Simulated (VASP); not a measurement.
Al: single point with PBE

Al:

```
CELL_PARAMETERS angstrom
0.00000 2.07886 2.07886
2.07886 0.00000 2.07886
2.07886 2.07886 0.00000
ATOMIC_POSITIONS crystal
Al 0.00000 0.00000 0.00000
```

The cell isn't the ideal one: a relaxed cell with its volume scaled by 1.09.

- Program: VASP 6.6.1
- Task: single point
- Functional: PBE
- Potentials or basis: VASP PAW PBE potentials, release 64 (Al)
- Cutoff: 350 eV
- k mesh: 18 × 18 × 18
- Occupations: gaussian, width 0.1 eV
- Spin: no spin polarisation

* Pressure: -5.5 GPa
* Band gap on the k mesh: none (metal or under the smearing width)

Levels at points of the mesh, in eV from the Fermi level:
```tsv
k point	band 1	band 2	band 3	band 4	band 5
(0.00, 0.00, 0.00)	-10.55	12.17	12.17	12.17	13.03
(0.50, 0.00, 0.00)	-4.26	-4.25	10.54	10.54	11.09
(0.50, 0.50, 0.00)	-2.71	-1.59	5.22	5.22	5.25
```

Run time: 4.2 s on 1 thread of Intel(R) Xeon(R) 6975P-C (Granite Rapids), with other jobs on the host, peak memory 0.11 GiB.
